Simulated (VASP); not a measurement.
An input for Quantum ESPRESSO's pw.x (written as the equivalent of a VASP run, and not itself run):

```
&CONTROL
  calculation = 'scf'
  pseudo_dir = './pseudo'
  outdir = './out'
  tprnfor = .true.
  tstress = .true.
/
&SYSTEM
  ibrav = 0
  nat = 3
  ntyp = 2
  ecutwfc = 84
  occupations = 'smearing'
  smearing = 'gaussian'
  degauss = 0.003675
  input_dft = 'pbesol'
/
&ELECTRONS
  conv_thr = 7.3e-09
  electron_maxstep = 100
/
ATOMIC_SPECIES
  Li 6.940 Li.upf
  O 15.999 O.upf
CELL_PARAMETERS angstrom
     0.0000000    2.2954005    2.2954005
     2.2954005    0.0000000    2.2954005
     2.2954005    2.2954005    0.0000000
ATOMIC_POSITIONS crystal
  Li   0.2064346  0.2935654  0.2935654
  Li   0.7500000  0.7500000  0.7500000
  O    1.0000000  0.0000000  1.0000000
K_POINTS automatic
  8 8 8 0 0 0
```

### Question
Write the VASP files for the same calculation (PBEsol).

### Answer
One answer among several that fit: 
KPOINTS:
```
Automatic mesh
0
Gamma
8 8 8
0 0 0
```

### INCAR
```
# general
SYSTEM  =  Li2O
PREC    =  Accurate
ENCUT   =  600
LREAL   =  .False.
LASPH   =  .True.

# electronic loop
EDIFF   =  1E-7
NELM    =  100
ALGO    =  Normal

# smearing
ISMEAR  =  0
SIGMA   =  0.05

# functional
GGA     =  PS

# ions
ISIF    =  2

# output
LWAVE   =  .False.
LCHARG  =  .False.
```

POSCAR:
```
Li2O
1
    0.0000000000     2.2954004993     2.2954004993
    2.2954004993     0.0000000000     2.2954004993
    2.2954004993     2.2954004993     0.0000000000
Li O
2 1
Direct
  0.2064346178   0.2935653822   0.2935653822
  0.7500000000   0.7500000000   0.7500000000
  1.0000000000   0.0000000000   1.0000000000
```

POTCAR, in this order: Li_sv O (PBE.64 set). Program: vasp_std.

What does not carry over: the potentials are each code's own (VASP's PAW set, PseudoDojo norm-conserving files in pw.x), so ENCUT and ecutwfc are chosen apart and not converted; conv_thr bounds pw.x's estimated SCF error, while EDIFF bounds the energy change between steps.

The compound is Li2O in the antifluorite structure. This cell was strained or had an atom moved on purpose.
